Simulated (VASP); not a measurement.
```yaml
crystal:
  lattice:
    - [1.33968, 0.77347, 4.68249]
    - [-1.33968, 0.77347, 4.68249]
    - [0.00000, -1.54693, 4.68249]
  atoms:
    - { symbol: Si, position: [0.00000, 0.00000, 0.00000] }
    - { symbol: O, position: [0.26927, 0.26927, 0.26927] }
    - { symbol: O, position: [0.73073, 0.73073, 0.73073] }
```

Calculation: r2SCAN meta-GGA, VASP's PBE PAW potentials (set 64) (plane waves; VASP). Settings: 520 eV cut-off, 11×11×11 Γ-centred mesh, tetrahedra with Blöchl corrections, potentials Si O.

The cores are frozen, which limits the accuracy of field gradients.

Q: Give the principal components of the electric field gradient (V/Å²) and the asymmetry η at each nucleus.

A: 
```csv
atom,Vxx,Vyy,Vzz,η
Si1,-9.8,-9.8,19.5,0.00
O2,33.4,33.4,-66.7,0.00
O3,33.4,33.4,-66.7,0.00
```

The structure was generated: SiO2 was put into the CdCl2 type (R-3m), which need not be its known phase. It was relaxed first, which changed the volume by +9 %.
